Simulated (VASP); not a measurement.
A convergence study with VASP on HgTe (zinc blende): one setting is varied, all else stays as given below, so the limit is that of these other settings. Each run relaxes cell and ions; the cell shown is the tightest run's result. The basis is that of the starting cell, so low cut-offs carry a Pulay error.

```xyz
2
Lattice="0.0000 3.3291 3.3291 3.3291 0.0000 3.3291 3.3291 3.3291 0.0000" Properties=species:S:1:pos:R:3 pbc="T T T"
Hg     0.0000     0.0000     0.0000
Te     1.6645     1.6645     1.6645
```

Level of theory: PBE GGA, VASP's PBE PAW potentials (set 64) (plane waves; VASP 6.6.1). The tightest run used: 700 eV cut-off, 6×6×6 Γ-centred mesh, Gaussian smearing of 0.050 eV, potentials Hg Te.

The reference is ENCUT = 700, which took about 90 core-seconds. The timings are rough (shared machines, no repeats); factors under 2 mean little.

Problem. Of the settings ENCUT = 200; ENCUT = 250; ENCUT = 300; ENCUT = 350; ENCUT = 400; ENCUT = 450; ENCUT = 500; ENCUT = 550; ENCUT = 600; ENCUT = 650; ENCUT = 700, which is the lowest that keeps the difference from the reference in relaxed volume (Å³/atom) within 0.1 from there on, and what does it cost?

Solution. ENCUT = 450; its cost over the reference is within a factor of 2.
```json
[
 {"setting": "ENCUT = 200", "difference in relaxed volume (Å³/atom)": "4.560", "cost over the reference": "about 1/3"},
 {"setting": "ENCUT = 250", "difference in relaxed volume (Å³/atom)": "0.504", "cost over the reference": "about 1/4"},
 {"setting": "ENCUT = 300", "difference in relaxed volume (Å³/atom)": "0.167", "cost over the reference": "about 1/3"},
 {"setting": "ENCUT = 350", "difference in relaxed volume (Å³/atom)": "0.319", "cost over the reference": "about 1/2"},
 {"setting": "ENCUT = 400", "difference in relaxed volume (Å³/atom)": "0.123", "cost over the reference": "within a factor of 2"},
 {"setting": "ENCUT = 450", "difference in relaxed volume (Å³/atom)": "0.006", "cost over the reference": "within a factor of 2"},
 {"setting": "ENCUT = 500", "difference in relaxed volume (Å³/atom)": "0.015", "cost over the reference": "within a factor of 2"},
 {"setting": "ENCUT = 550", "difference in relaxed volume (Å³/atom)": "0.035", "cost over the reference": "within a factor of 2"},
 {"setting": "ENCUT = 600", "difference in relaxed volume (Å³/atom)": "0.025", "cost over the reference": "within a factor of 2"},
 {"setting": "ENCUT = 650", "difference in relaxed volume (Å³/atom)": "0.007", "cost over the reference": "within a factor of 2"},
 {"setting": "ENCUT = 700", "difference in relaxed volume (Å³/atom)": "0.000", "cost over the reference": "reference"}
]
```

Left out are rungs that failed or repeat a setting and relaxations that didn't move; long series are thinned to 24 rows.

The compound is HgTe in the zinc blende structure.
